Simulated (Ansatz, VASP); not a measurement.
# Cross-check of Sn2SO between VASP and Ansatz, part 2 of 2

One calculation is typed for both programs; each brings its own data sets. How far apart do they land? The cell is taken from a series of runs on this material, whose earlier steps may have relaxed, scaled, displaced or heated it; both programs get it as it stands.

VASP 6.6.1 and Ansatz 0.2.0.

So far: Starting point; Ansatz: dielectric response, PBE.

The structure was built from a prototype and need not be the compound's stable phase.

## Step 3: VASP: dielectric response, PBE

Level of this step: PBE; plane waves and PAW (Sn_d, S, O) (VASP).

The same cell, functional and mesh now go to VASP, with its own data sets.

Lines of VASP's logs that name or quote its potential files are left out, and so is its time.

INCAR reads:

```
SYSTEM = Sn2SO
PREC = Accurate
ENCUT = 520
EDIFF = 1E-08
NELM = 120
ISMEAR = 0
SIGMA = 0.01
LREAL = .FALSE.
ALGO = Normal
GGA = PE
NBANDS = 26
LORBIT = 11
LWAVE = .FALSE.
LCHARG = .FALSE.
ISIF = 2
LEPSILON = .TRUE.
LASPH = .TRUE.
GGA_COMPAT = .FALSE.
EFERMI = MIDGAP
```

POSCAR reads:

```
Sn2SO
1.0
    4.6292651961      0.0011927258     -0.1766203131
    0.0019141416      3.6687549031      0.1143046764
   -0.3262151522      1.6826138595      5.7015154446
Sn S O
2 1 1
Direct
    0.8032478871      0.6326952331      0.7309088101
    0.3905291590      0.3838444970      0.2363128718
    0.1846865267      0.1662614625      0.6652953869
    0.6215364273      0.8171988075      0.3674829312
```

KPOINTS reads:

```
Automatic mesh
0
Gamma
3 4 3
0 0 0
```

The projector-augmented-wave data sets are Sn_d, S and O (PBE family, release 64).

Run with:

```console
mpirun -np 1 vasp_std
```

Numbers of over 12 decimals in the logs are rounded to 6 here.

The log of the run:

```text
[banner, memory and clock lines left out]
running    1 mpi-ranks, on    1 nodes
 distrk:  each k-point on    1 cores,    1 groups
 distr:  one band on    1 cores,    1 groups

 POSCAR found type information on POSCAR SnS O
 POSCAR found :  3 types and       4 ions
 LDA part: xc-table for (Slater+PW92), standard interpolation
 POSCAR, INCAR and KPOINTS ok, starting setup
 FFT: planning ... GRIDC
 FFT: planning ... GRID_SOFT
 FFT: planning ... GRID
 WAVECAR not read
 entering main loop
       N       E                     dE             d eps       ncg     rms          rms(c)
DAV:   1     0.388193063353E+03    0.38819E+03   -0.20294E+04  1016   0.210E+03
DAV:   2     0.368824402400E+02   -0.35131E+03   -0.34301E+03  1020   0.505E+02
DAV:   3    -0.196518468746E+02   -0.56534E+02   -0.55521E+02  1204   0.181E+02
DAV:   4    -0.222612233281E+02   -0.26094E+01   -0.25983E+01  1134   0.424E+01
DAV:   5    -0.223329083913E+02   -0.71685E-01   -0.71612E-01  1200   0.743E+00    0.104E+01
DAV:   6    -0.199173933389E+02    0.24155E+01   -0.11440E+01  1478   0.358E+01    0.553E+00
DAV:   7    -0.198245908222E+02    0.92803E-01   -0.21643E+00  1086   0.906E+00    0.342E+00
DAV:   8    -0.198366237368E+02   -0.12033E-01   -0.55148E-01  1050   0.429E+00    0.148E+00
DAV:   9    -0.198240955939E+02    0.12528E-01   -0.11149E-01  1624   0.273E+00    0.464E-01
DAV:  10    -0.198246132381E+02   -0.51764E-03   -0.23570E-02  1080   0.112E+00    0.130E-01
DAV:  11    -0.198249362367E+02   -0.32300E-03   -0.23214E-03  1142   0.295E-01    0.783E-02
DAV:  12    -0.198250789735E+02   -0.14274E-03   -0.39954E-04  1242   0.117E-01    0.206E-02
DAV:  13    -0.198250820974E+02   -0.31239E-05   -0.31549E-05  1440   0.513E-02    0.141E-02
DAV:  14    -0.198250851205E+02   -0.30231E-05   -0.83681E-06  1104   0.184E-02    0.902E-03
DAV:  15    -0.198250845047E+02    0.61586E-06   -0.23882E-06  1600   0.127E-02    0.145E-03
DAV:  16    -0.198250845514E+02   -0.46708E-07   -0.52870E-07  1014   0.420E-03    0.913E-04
DAV:  17    -0.198250845419E+02    0.95160E-08   -0.55023E-08   968   0.141E-03
   1 F= -.19825085E+02 E0= -.19825085E+02  d E =0.000000E+00
 Linear response reoptimize wavefunctions to high precision
DAV:   1    -0.198250845438E+02   -0.19390E-08   -0.37578E-09   882   0.580E-04
DAV:   2    -0.198250845438E+02   -0.27285E-11   -0.48450E-10   524   0.211E-04
 Linear response G [H, r] |phi>, progress :
  Direction:   1
       N       E                     dE             d eps       ncg     rms
 LRF_COMMUTATOR internal error: the vector H(1)-e(1) S(1) |phi(0)> is not orthog
 onal to |phi(0)> (-1.370448535059909E-004,-6.472600233564663E-014)
 LRF_COMMUTATOR internal error: the vector H(1)-e(1) S(1) |phi(0)> is not orthog
 onal to |phi(0)> (-1.227298853515579E-004,3.691318084531048E-014)
 LRF_COMMUTATOR internal error: the vector H(1)-e(1) S(1) |phi(0)> is not orthog
 onal to |phi(0)> (1.211659817138278E-004,8.385653282871885E-015)
 LRF_COMMUTATOR internal error: the vector H(1)-e(1) S(1) |phi(0)> is not orthog
 onal to |phi(0)> (-1.320603714292101E-004,5.591360707768445E-014)
 LRF_COMMUTATOR internal error: the vector H(1)-e(1) S(1) |phi(0)> is not orthog
 onal to |phi(0)> (1.091414596162132E-004,1.178918074273838E-014)
 LRF_COMMUTATOR internal error: the vector H(1)-e(1) S(1) |phi(0)> is not orthog
 onal to |phi(0)> (-1.265645468335741E-004,-3.747002708109903E-016)
RMM:   1    -0.693446739488E+02   -0.69345E+02    0.14278E+03  1083   0.357E+02
 LRF_COMMUTATOR internal error: the vector H(1)-e(1) S(1) |phi(0)> is not orthog
 onal to |phi(0)> (-1.370448535059909E-004,-6.472600233564663E-014)
 LRF_COMMUTATOR internal error: the vector H(1)-e(1) S(1) |phi(0)> is not orthog
 onal to |phi(0)> (-1.227298853515579E-004,3.691318084531048E-014)
 LRF_COMMUTATOR internal error: the vector H(1)-e(1) S(1) |phi(0)> is not orthog
 onal to |phi(0)> (1.211659817138278E-004,8.385653282871885E-015)
 LRF_COMMUTATOR internal error: the vector H(1)-e(1) S(1) |phi(0)> is not orthog
 onal to |phi(0)> (-1.320603714292101E-004,5.591360707768445E-014)
 LRF_COMMUTATOR internal error: the vector H(1)-e(1) S(1) |phi(0)> is not orthog
 onal to |phi(0)> (1.091414596162132E-004,1.178918074273838E-014)
 LRF_COMMUTATOR internal error: the vector H(1)-e(1) S(1) |phi(0)> is not orthog
 onal to |phi(0)> (-1.265645468335741E-004,-3.747002708109903E-016)
RMM:   2    -0.121297582654E+03   -0.51953E+02   -0.90126E+01  1825   0.567E+01
 LRF_COMMUTATOR internal error: the vector H(1)-e(1) S(1) |phi(0)> is not orthog
 onal to |phi(0)> (-1.370448535059909E-004,-6.472600233564663E-014)
 LRF_COMMUTATOR internal error: the vector H(1)-e(1) S(1) |phi(0)> is not orthog
 onal to |phi(0)> (-1.227298853515579E-004,3.691318084531048E-014)
 LRF_COMMUTATOR internal error: the vector H(1)-e(1) S(1) |phi(0)> is not orthog
 onal to |phi(0)> (1.211659817138278E-004,8.385653282871885E-015)
 LRF_COMMUTATOR internal error: the vector H(1)-e(1) S(1) |phi(0)> is not orthog
[...]
Direction:   1
       N       E                     dE             d eps       ncg     rms          rms(c)
RMM:   1    -0.267756231140E+00   -0.26776E+00    0.82322E+00  1124   0.114E+01
RMM:   2    -0.271357084031E+01   -0.24458E+01   -0.46543E-01  1871   0.257E+00
RMM:   3    -0.272362776147E+01   -0.10057E-01   -0.22510E-02  1936   0.637E-01
[...]
RMM:   1    -0.278839102750E+00   -0.27884E+00    0.76757E+00  1125   0.117E+01
RMM:   2    -0.243702206780E+01   -0.21582E+01   -0.47987E-01  1858   0.258E+00
RMM:   3    -0.244641378762E+01   -0.93917E-02   -0.21312E-02  1926   0.648E-01
RMM:   4    -0.244684518748E+01   -0.43140E-03   -0.27524E-03  1923   0.224E-01
RMM:   5    -0.244692122731E+01   -0.76040E-04   -0.66583E-04  1976   0.843E-02
RMM:   6    -0.244693932929E+01   -0.18102E-04   -0.11568E-04  1949   0.322E-02
RMM:   7    -0.244694196105E+01   -0.26318E-05   -0.29109E-05  2012   0.125E-02
RMM:   8    -0.244694300680E+01   -0.10458E-05   -0.51808E-06  1961   0.496E-03
RMM:   9    -0.244694308753E+01   -0.80729E-07   -0.81594E-07  1899   0.170E-03
RMM:  10    -0.244694313098E+01   -0.43447E-07   -0.52367E-07  1395   0.604E-04
RMM:  11    -0.244694310060E+01    0.30382E-07   -0.71183E-08  1119   0.253E-04
RMM:  12    -0.244694309671E+01    0.38867E-08    0.62069E-07   937   0.123E-04
RMM:  13    -0.244694310269E+01   -0.59803E-08   -0.16941E-08   796   0.892E-05
 change of polarisation eV/A/(eV/A) component  3 :    -0.916     0.044     4.894
 dielectric tensor                  component  3 :    -1.731     0.082    10.251
 Linear response to external field, progress :
  Direction:   1
       N       E                     dE             d eps       ncg     rms          rms(c)
RMM:   1    -0.267756231140E+00   -0.26776E+00    0.82322E+00  1124   0.114E+01
RMM:   2    -0.271357084031E+01   -0.24458E+01   -0.46543E-01  1871   0.257E+00    0.271E+00
RMM:   3    -0.254183242249E+01    0.17174E+00   -0.20399E-01  1848   0.244E+00    0.137E+00
RMM:   4    -0.258635118025E+01   -0.44519E-01   -0.98276E-02  1831   0.188E+00    0.649E-01
RMM:   5    -0.263197633573E+01   -0.45625E-01   -0.18772E-02  1921   0.845E-01    0.341E-01
RMM:   6    -0.266420253730E+01   -0.32226E-01   -0.32269E-03  1896   0.318E-01    0.124E-01
RMM:   7    -0.267787770336E+01   -0.13675E-01   -0.76068E-04  1805   0.130E-01    0.431E-02
RMM:   8    -0.268216189210E+01   -0.42842E-02   -0.14658E-04  1879   0.671E-02    0.177E-02
RMM:   9    -0.268233921907E+01   -0.17733E-03    0.31187E-05  1989   0.212E-02    0.726E-03
RMM:  10    -0.268251574252E+01   -0.17652E-03   -0.76825E-06  1908   0.828E-03    0.140E-03
RMM:  11    -0.268257327866E+01   -0.57536E-04   -0.20902E-06  2002   0.321E-03    0.535E-04
RMM:  12    -0.268257083837E+01    0.24403E-05   -0.36871E-06  1797   0.143E-03    0.158E-04
RMM:  13    -0.268256768752E+01    0.31508E-05   -0.27750E-08  2044   0.559E-04    0.634E-05
RMM:  14    -0.268256471179E+01    0.29757E-05    0.78910E-07  1832   0.238E-04    0.354E-05
RMM:  15    -0.268256491985E+01   -0.20806E-06   -0.15055E-07  1402   0.117E-04    0.120E-05
RMM:  16    -0.268256435402E+01    0.56584E-06   -0.30235E-07   884   0.936E-05    0.303E-06
 change of polarisation eV/A/(eV/A) component  1 :     4.957     0.041    -0.860
 dielectric tensor                  component  1 :    10.370     0.077    -1.626
 Linear response to external field, progress :
  Direction:   2
       N       E                     dE             d eps       ncg     rms          rms(c)
RMM:   1    -0.337786307327E+00   -0.33779E+00    0.76391E+00  1135   0.113E+01
RMM:   2    -0.266146900822E+01   -0.23237E+01   -0.39443E-01  1862   0.259E+00    0.281E+00
RMM:   3    -0.257263249358E+01    0.88837E-01   -0.83512E-02  1792   0.197E+00    0.153E+00
RMM:   4    -0.268900490799E+01   -0.11637E+00   -0.10355E-01  1832   0.218E+00    0.353E-01
RMM:   5    -0.272918063839E+01   -0.40176E-01   -0.37518E-03  1769   0.719E-01    0.534E-02
RMM:   6    -0.273901790833E+01   -0.98373E-02   -0.17696E-03  1855   0.314E-01    0.370E-02
RMM:   7    -0.273870402245E+01    0.31389E-03   -0.32795E-04  1773   0.136E-01    0.993E-03
RMM:   8    -0.274053336951E+01   -0.18293E-02   -0.18542E-04  1886   0.687E-02    0.558E-03
RMM:   9    -0.274038384489E+01    0.14952E-03   -0.19957E-04  1895   0.245E-02    0.240E-03
RMM:  10    -0.274062344205E+01   -0.23960E-03   -0.51343E-05  1899   0.113E-02    0.616E-04
RMM:  11    -0.274064610090E+01   -0.22659E-04    0.42115E-06  2028   0.377E-03    0.411E-04
RMM:  12    -0.274064096484E+01    0.51361E-05   -0.63298E-06  1890   0.133E-03    0.101E-04
RMM:  13    -0.274062960166E+01    0.11363E-04   -0.46683E-07  2041   0.530E-04    0.531E-05
RMM:  14    -0.274062611790E+01    0.34838E-05   -0.19330E-06  1781   0.223E-04    0.200E-05
RMM:  15    -0.274062585926E+01    0.25864E-06    0.11244E-06  1212   0.115E-04    0.866E-06
 change of polarisation eV/A/(eV/A) component  2 :     0.044     4.999     0.036
 dielectric tensor                  component  2 :     0.084    10.450     0.069
 Linear response to external field, progress :
  Direction:   3
       N       E                     dE             d eps       ncg     rms          rms(c)
RMM:   1    -0.278839102750E+00   -0.27884E+00    0.76757E+00  1125   0.117E+01
RMM:   2    -0.243702206780E+01   -0.21582E+01   -0.47987E-01  1858   0.258E+00    0.234E+00
RMM:   3    -0.233964861879E+01    0.97373E-01   -0.15458E-01  1859   0.179E+00    0.124E+00
RMM:   4    -0.238152475892E+01   -0.41876E-01   -0.12685E-01  1799   0.165E+00    0.519E-01
RMM:   5    -0.241650698128E+01   -0.34982E-01   -0.19009E-02  1843   0.846E-01    0.263E-01
RMM:   6    -0.244912140079E+01   -0.32614E-01   -0.62304E-04  1733   0.441E-01    0.542E-02
RMM:   7    -0.245331057853E+01   -0.41892E-02   -0.63598E-04  1958   0.166E-01    0.411E-02
RMM:   8    -0.245657401619E+01   -0.32634E-02   -0.45265E-04  1820   0.685E-02    0.957E-03
RMM:   9    -0.245702938062E+01   -0.45536E-03   -0.41937E-06  1919   0.241E-02    0.784E-03
RMM:  10    -0.245726011920E+01   -0.23074E-03    0.12663E-05  1848   0.111E-02    0.197E-03
RMM:  11    -0.245732381805E+01   -0.63699E-04    0.88930E-06  2027   0.421E-03    0.702E-04
RMM:  12    -0.245733272135E+01   -0.89033E-05   -0.42205E-06  1782   0.179E-03    0.201E-04
RMM:  13    -0.245732855192E+01    0.41694E-05   -0.25350E-06  2049   0.562E-04    0.111E-04
RMM:  14    -0.245732712510E+01    0.14268E-05    0.74341E-07  1843   0.255E-04    0.252E-05
RMM:  15    -0.245732525587E+01    0.18692E-05    0.61844E-07  1552   0.118E-04    0.156E-05
RMM:  16    -0.245732477566E+01    0.48021E-06    0.60406E-07   950   0.818E-05    0.209E-06
 change of polarisation eV/A/(eV/A) component  3 :    -0.866     0.040     4.582
 dielectric tensor                  component  3 :    -1.636     0.076     9.661
 Born effective charges drift removed
```

From OUTCAR (step 3):

```text
ion  position               nearest neighbor table
   1  0.803  0.633  0.731-   4 2.15   3 2.60   3 2.60   2 3.59   2 3.72   2 3.72   2 3.75
   2  0.391  0.384  0.236-   4 2.22   4 2.22   3 2.69   1 3.59   1 3.72   1 3.72   1 3.75
   3  0.185  0.166  0.665-   1 2.60   1 2.60   2 2.69
   4  0.622  0.817  0.367-   1 2.15   2 2.22   2 2.22

  LATTYP: Found a triclinic cell.
 ALAT       =     5.9535606229
 B/A-ratio  =     0.6165277984
 C/A-ratio  =     0.7781282017
 COS(alpha) =     0.0004088179
 COS(beta)  =     0.0911918946
 COS(gamma) =     0.3122802082

 Subroutine GETGRP returns: Found  1 space group operations
 (whereof  1 operations were pure point group operations)

The static configuration has the point symmetry C_1 .

 Found     19 irreducible k-points:

   k-points           NKPTS =     19   k-points in BZ     NKDIM =     19   number of bands    NBANDS=     26

   dimension x,y,z NGX =    36 NGY =   28 NGZ =   48
   dimension x,y,z NGXF=    72 NGYF=   56 NGZF=   96

   ENCUT  =  520.0 eV  38.22 Ry    6.18 a.u.   8.61  6.82 11.07*2*pi/ulx,y,z

   NELECT =      40.0000    total number of electrons

 k-points in reciprocal lattice and weights: Automatic mesh
   0.00000000  0.00000000  0.00000000       0.028
   0.33333333 -0.00000000 -0.00000000       0.056
  -0.00000000  0.25000000 -0.00000000       0.056
   0.33333333  0.25000000  0.00000000       0.056
  -0.33333333  0.25000000  0.00000000       0.056
  -0.00000000  0.50000000 -0.00000000       0.028
   0.33333333  0.50000000 -0.00000000       0.056
   0.00000000 -0.00000000  0.33333333       0.056
   0.33333333 -0.00000000  0.33333333       0.056
[...]
0.33333333 -0.25000000  0.33333333       0.056
  -0.33333333 -0.25000000  0.33333333       0.056

 average (electrostatic) potential at core
       1-101.7887       2-101.9122       3 -86.2873       4 -70.3793

  Total       -0.1116141      0.1872594      0.0389506     -0.0031842      0.0009760      0.0294765
  in kB       -1.8680176      3.1340475      0.6518931     -0.0532913      0.0163353      0.4933304
  external PRESSURE =       0.6393076 kB  Pullay stress =       0.0000000 kB

  energy-cutoff  :      520.00
  volume of cell :       95.73
      direct lattice vectors                 reciprocal lattice vectors
     4.629265196  0.001192726 -0.176620313     0.216495401 -0.000503514  0.012535492
     0.001914142  3.668754903  0.114304676    -0.003175428  0.275108910 -0.081370987
    -0.326215152  1.682613859  5.701515445     0.006770209 -0.005531015  0.177411623

 POSITION                                       TOTAL-FORCE (eV/Angst)
 -----------------------------------------------------------------------------------
      3.48123      3.55200      4.09774         0.012156     -0.002217      0.051115
      1.73151      1.80632      1.32224        -0.027990     -0.000160     -0.032844
      0.63825      1.72963      3.77958         0.011782     -0.000656     -0.013521
      2.75894      3.61718      2.07884         0.004052      0.003032     -0.004750
 -----------------------------------------------------------------------------------
    total drift:                                0.000385     -0.000124     -0.000184

 MACROSCOPIC STATIC DIELECTRIC TENSOR (including local field effects in DFT)
 ------------------------------------------------------
          10.369863     0.083816    -1.636059
           0.076995    10.449559     0.075836
          -1.626452     0.068598     9.661486
 ------------------------------------------------------

 PIEZOELECTRIC TENSOR (including local field effects)  for field in x, y, z        (C/m^2)
          XX          YY          ZZ          XY          YZ          ZX
  --------------------------------------------------------------------------------
  x    -0.31671    -0.97935     0.58019    -0.00959    -0.04734     0.27717
  y    -0.00759     0.00647    -0.00264    -1.11177     0.00678    -0.04314
  z     0.02393    -0.20176     0.17897    -0.04993    -0.01701     0.17898

 BORN EFFECTIVE CHARGES (including local field effects) (in |e|, cummulative output)
 ---------------------------------------------------------------------------------
 ion    1
    1     3.80070    -0.03180     0.86235
    2     0.00412     2.65038     0.03813
    3     0.00264     0.02605     1.97447
 ion    2
    1     1.83541     0.04735    -1.40611
    2     0.01643     3.31870    -0.00915
    3    -0.37793    -0.03251     4.10409
 ion    3
    1    -3.59298    -0.04378     1.59588
    2    -0.04352    -2.73654    -0.01943
    3     1.24067     0.00931    -3.03267
 ion    4
    1    -2.04313     0.02823    -1.05212
    2     0.02297    -3.23254    -0.00956
    3    -0.86538    -0.00285    -3.04589
```

The dielectric response converges more slowly with the mesh than energies do, so tensor and charges may still move on a finer one.

## Step 4: Side by side

Known differences besides the potentials themselves: fixed occupations in Ansatz, narrow Gaussian smearing in VASP; the cutoff is 420 eV in Ansatz and 520 eV in VASP; VASP's log repeats an internal error in its field response. Total energies have different zeros and are not compared.

Compared:

| quantity | Ansatz | VASP | difference |
| --- | --- | --- | --- |
| ε∞ xx | 8.86 | 10.37 | -14.51 % |
| ε∞ yy | 8.24 | 10.45 | -21.12 % |
| ε∞ zz | 8.51 | 9.66 | -11.88 % |

## Step 5: What came out

* difference in ε∞ yy (dielectric response, PBE): -21 %

In words: The difference in ε∞ yy is -21 % (dielectric response, PBE), beyond the 5 % picked in this series as the mark of a large difference. What causes the difference of the dielectric response, PBE pair stays open here. How closely two codes agree says nothing of how well the functional describes the real material.

[Lines on the potential files, build, host, timing and source positions are cut from VASP's logs without a mark.]

[Logs are printed without paths, hosts, clocks, repeated set-up lines and the standing remarks that a program may print on its own settings, such as how far it seeks lower states.]

[Hosts, paths, dates, database ids (printed as entryN), source tags and the programs' standing remarks are cut or masked in the printed files.]
